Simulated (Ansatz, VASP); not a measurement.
**Ba2Tl5V3O12 in VASP and in Ansatz**

File INCAR:

```
PREC     = Accurate       # precision mode
ENCUT    = 520            # plane-wave cutoff, eV
EDIFF    = 1E-6           # SCF threshold, eV
ISMEAR   = -1             # smearing method
SIGMA    = 0.05           # smearing width, eV
LREAL    = F              # projectors in reciprocal space
LASPH    = T              # aspherical terms in the spheres
NELM     = 120            # most SCF steps
ALGO     = Normal         # electronic algorithm
ISIF     = 2              # what is computed and relaxed
LWAVE    = F              # write WAVECAR
LCHARG   = F              # write CHGCAR
ISPIN    = 2              # spin polarisation
MAGMOM   = 0 0 2 2 2 0 0 0 0 0 0 0 0 0 0 0 0 0 0 0 0 0 # initial moments
LORBIT   = 11             # projections on sites
LMAXMIX  = 4              # l up to which the mixer works
GGA      = PE             # functional
LOPTICS  = T              # frequency-dependent dielectric function
NBANDS   = 146            # bands
NEDOS    = 1000           # points of the DOS
CSHIFT   = 0.05         
KPAR     = 4
```

Contents of KPOINTS:

```
Automatic mesh
0
Gamma
  4 4 4
```

The input POSCAR:

```
Ba2Tl5V3O12
1.0
    8.1542100000      0.0000000000      0.0000000000
   -4.0771100000      7.0617600000      0.0000000000
    0.0000000000      0.0000000000      6.9212800000
Ba V Tl O
2 3 5 12
Direct
    0.0000000000      0.0000000000      0.2355200000
    0.0000000000      0.0000000000      0.7644800000
    0.5000000000      0.0000000000      0.0000000000
    0.0000000000      0.5000000000      0.0000000000
    0.5000000000      0.5000000000      0.0000000000
    0.5000000000      0.0000000000      0.5000000000
    0.0000000000      0.5000000000      0.5000000000
    0.5000000000      0.5000000000      0.5000000000
    0.3333300000      0.6666700000      0.2248900000
    0.6666700000      0.3333300000      0.7751100000
    0.3389000000      0.3433400000      0.8144400000
    0.6566600000      0.9955600000      0.8144400000
    0.0044400000      0.6611000000      0.8144400000
    0.3433400000      0.3389000000      0.1855600000
    0.9955600000      0.6566600000      0.1855600000
    0.6611000000      0.0044400000      0.1855600000
    0.6611000000      0.6566600000      0.1855600000
    0.3433400000      0.0044400000      0.1855600000
    0.9955600000      0.3389000000      0.1855600000
    0.6566600000      0.6611000000      0.8144400000
    0.0044400000      0.3433400000      0.8144400000
    0.3389000000      0.9955600000      0.8144400000
```

File input.yaml:

```yaml
crystal:
  lattice:
    - [8.15421, 0.0, 0.0]
    - [-4.07711, 7.06176, 0.0]
    - [0.0, 0.0, 6.92128]
  atoms:
    - { symbol: Ba, position: [0.0, 0.0, 0.23552] }
    - { symbol: Ba, position: [0.0, 0.0, 0.76448] }
    - { symbol: V, position: [0.5, 0.0, 0.0], spin: 2.0 }
    - { symbol: V, position: [0.0, 0.5, 0.0], spin: 2.0 }
    - { symbol: V, position: [0.5, 0.5, 0.0], spin: 2.0 }
    - { symbol: Tl, position: [0.5, 0.0, 0.5] }
    - { symbol: Tl, position: [0.0, 0.5, 0.5] }
    - { symbol: Tl, position: [0.5, 0.5, 0.5] }
    - { symbol: Tl, position: [0.33333, 0.66667, 0.22489] }
    - { symbol: Tl, position: [0.66667, 0.33333, 0.77511] }
    - { symbol: O, position: [0.3389, 0.34334, 0.81444] }
    - { symbol: O, position: [0.65666, 0.99556, 0.81444] }
    - { symbol: O, position: [0.00444, 0.6611, 0.81444] }
    - { symbol: O, position: [0.34334, 0.3389, 0.18556] }
    - { symbol: O, position: [0.99556, 0.65666, 0.18556] }
    - { symbol: O, position: [0.6611, 0.00444, 0.18556] }
    - { symbol: O, position: [0.6611, 0.65666, 0.18556] }
    - { symbol: O, position: [0.34334, 0.00444, 0.18556] }
    - { symbol: O, position: [0.99556, 0.3389, 0.18556] }
    - { symbol: O, position: [0.65666, 0.6611, 0.81444] }
    - { symbol: O, position: [0.00444, 0.34334, 0.81444] }
    - { symbol: O, position: [0.3389, 0.99556, 0.81444] }
hamiltonian:
  xc: pbe
  pseudopotentials: { kind: paw }
magnetization:
  spin_polarized: true
kpoints:
  mp_grid: { grid: [4, 4, 4] }
scf:
  occupations: { method: fermi_dirac, width: 0.05 }
output:
  forces: true
  stress: true
  eigenvalues: true
```

The cell was built by a generator and needn't be a form met in nature.

Alike in both runs: functional PBE; k mesh 4 × 4 × 4; occupations fermi-dirac, width 0.05 eV; collinear spin, ferromagnetic start.

|  | VASP | Ansatz |
| --- | --- | --- |
| version | VASP 6.6.1 | Ansatz 0.2.0 |
| potentials or method | VASP PAW PBE potentials, release 64 (Ba_sv, V_sv, Tl_d, O) | Ansatz PAW |
| plane-wave cutoff (eV) | 520 | 420 |
| valence electrons in the cell | 196 | 196 |
| task | optical spectrum | single point |

```tsv
	VASP	Ansatz	Ansatz less VASP
gap on the k mesh at the Fermi level (eV)	none	none	-
pressure (GPa)	0.7	0.2	-0.54
largest component of the traceless stress (GPa)	0.44	0.47	+0.030
rms of the force components (eV/Å)	0.025	0.023	-0.0011
net moment per atom (μB)	0.00	0.00	0.000
```

Atom by atom the forces differ by 0.032 eV/Å (rms over components). A gap of «none» marks a metal or a gap that the smearing closes. With one functional, cell and mesh, what is left measures potentials, basis and numerics.

Caveats: semilocal functionals often make such compounds metallic where correlation or magnetic order opens a gap, which also shifts bond lengths; spectra need much finer meshes, so this one isn't converged (VASP); independent-particle spectra lack excitons (VASP); the intraband (Drude) part of a metal's response may be missing (VASP); the pressure holds a Pulay correction of +0.4 GPa for the finite cutoff (Ansatz); the starting moments weren't kept (Ansatz). The runs have no spin-orbit coupling, so splittings on Ba, Tl are missing. With open d or f shells a metallic result of PBE can be an artefact of self-interaction; +U or a hybrid may open a gap.
